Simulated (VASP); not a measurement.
Level of theory: rev-vdW-DF2, VASP's PBE PAW potentials (set 64) (plane waves; VASP).

VASP ran on this input.

File KPOINTS:
```
Automatic mesh
0
Gamma
13 13 13
0 0 0
```

INCAR:
```
AGGAC = 0.0
ALGO = Normal
EDIFF = 1E-7
ENCUT = 520
GGA = MK
ISIF = 2
ISMEAR = -5
LASPH = .TRUE.
LCHARG = .TRUE.
LMAXMIX = 4
LORBIT = 11
LREAL = .FALSE.
LUSE_VDW = .TRUE.
LWAVE = .FALSE.
NEDOS = 601
NELM = 100
PARAM1 = 0.1234568
PARAM2 = 0.7114
PREC = Accurate
SYSTEM = As
ZAB_VDW = -1.8867
```

POSCAR:
```
As
1
    3.6512985715    -1.9091624926    -0.0265917583
    3.6512985715     1.9091624926    -0.0265917583
    2.6760618146     0.0000000000     3.1330945079
As
2
Direct
  0.2287776888   0.2287776888   0.2287776888
  0.7712223112   0.7712223112   0.7712223112
```

POTCAR, in this order: As (PBE.64 set). Program: vasp_std.

What VASP printed:

### OSZICAR
```
       N       E                     dE             d eps       ncg     rms          rms(c)
DAV:   1     0.331268049929E+02    0.33127E+02   -0.43044E+03  4158   0.921E+02
DAV:   2    -0.551990334492E+01   -0.38647E+02   -0.37924E+02  6353   0.123E+02
DAV:   3    -0.676907751635E+01   -0.12492E+01   -0.12468E+01  4834   0.267E+01
DAV:   4    -0.677586478031E+01   -0.67873E-02   -0.67854E-02  5098   0.206E+00
DAV:   5    -0.677588389037E+01   -0.19110E-04   -0.19094E-04  4687   0.102E-01    0.302E+00
DAV:   6    -0.676643346535E+01    0.94504E-02   -0.77728E-03  4620   0.664E-01    0.182E+00
DAV:   7    -0.676263883796E+01    0.37946E-02   -0.15601E-02  4531   0.973E-01    0.899E-02
DAV:   8    -0.676269507637E+01   -0.56238E-04   -0.45336E-04  4326   0.166E-01    0.350E-02
DAV:   9    -0.676272416466E+01   -0.29088E-04   -0.61559E-05  4686   0.656E-02    0.129E-02
DAV:  10    -0.676272248727E+01    0.16774E-05   -0.46187E-06  4709   0.139E-02    0.501E-03
DAV:  11    -0.676272231998E+01    0.16729E-06   -0.75288E-07  4340   0.715E-03    0.118E-03
DAV:  12    -0.676272243543E+01   -0.11544E-06   -0.51773E-08  2265   0.150E-03    0.279E-04
DAV:  13    -0.676272240258E+01    0.32849E-07   -0.11580E-08  2113   0.878E-04
   1 F= -.67627224E+01 E0= -.67627224E+01  d E =0.000000E+00
```

File OUTCAR:
```
------------------------ aborting loop because EDIFF is reached ----------------------------------------
  FORCE on cell =-STRESS in cart. coord.  units (eV):
  Direction    XX          YY          ZZ          XY          YZ          ZX
  --------------------------------------------------------------------------------------
  Total       -0.0222206      0.0180720      0.0142335      0.0000000      0.0000000     -0.0124363
  in kB       -0.8099907      0.6587632      0.5188427      0.0000000      0.0000000     -0.4533306
  external PRESSURE =       0.1225384 kB  Pullay stress =       0.0000000 kB
  volume of cell :       43.95
      direct lattice vectors                 reciprocal lattice vectors
     3.651298571 -1.909162493 -0.026591758     0.136091034 -0.261894942 -0.116239079
     3.651298571  1.909162493 -0.026591758     0.136091034  0.261894942 -0.116239079
     2.676061815  0.000000000  3.133094508     0.002310112  0.000000000  0.317200134
 POSITION                                       TOTAL-FORCE (eV/Angst)
 -----------------------------------------------------------------------------------
      2.28289      0.00000      0.70461        -0.003275      0.000000     -0.001011
      7.69576      0.00000      2.37530         0.003275      0.000000      0.001011
 -----------------------------------------------------------------------------------
    total drift:                               -0.000000      0.000000     -0.000000
  FREE ENERGIE OF THE ION-ELECTRON SYSTEM (eV)
  ---------------------------------------------------
  free  energy   TOTEN  =        -6.7627224026 eV

  energy  without entropy=       -6.7627224026  energy(sigma->0) =       -6.76272240

 total charge

# of ion       s       p       d       tot
------------------------------------------
    1        1.308   1.339   0.045   2.692
    2        1.308   1.339   0.045   2.692
--------------------------------------------------
tot          2.616   2.678   0.090   5.383
```
(Selected blocks of OUTCAR.)

For a metal the tetrahedron method with Blöchl corrections gives inexact stress and forces.

The compound is As in the a7 structure. It was relaxed first.
